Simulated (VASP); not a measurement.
The system is LiH (HLi), in a box.

```
CELL_PARAMETERS angstrom
9.00000 0.00000 0.00000
0.00000 9.00000 0.00000
0.00000 0.00000 11.00000
ATOMIC_POSITIONS crystal
Li 0.50144 0.50233 0.43056
H 0.50144 0.50233 0.57562
```

Base run:

| Property | Result |
| --- | --- |
| Program | VASP 6.6.1 |
| Functional | PBE |
| Dispersion | TS |
| Potentials or basis | VASP PAW PBE potentials, release 64 (Li_sv, H) |
| Cutoff | 520 eV |
| k mesh | 1 × 1 × 1 |
| Occupations | gaussian, width 0.01 eV |
| Spin | no spin polarisation |

Its results: gap between the frontier levels 2.79 eV; largest force 0.100 eV/Å.

Q: After a change of settings the same cell gave: gap between the frontier levels 3.97 eV; largest force 0.007 eV/Å. Which change was it?
A. functional from PBE to SCAN; dispersion from TS to D3(BJ)
B. dispersion from TS to none; further incar settings from ALGO = Normal; EDIFF = 1e-06 to ALGO = Normal; EDIFF = 1e-07; NBANDS = 9
C. dispersion from TS to none
D. functional from PBE to B3LYP; further incar settings from ALGO = Normal; EDIFF = 1e-06 to ALGO = Normal; EDIFF = 1e-06; NBANDS = 9

A: D.

Caveats: the PAW data sets were made with another functional, which shifts forces and pressure a little (some runs).
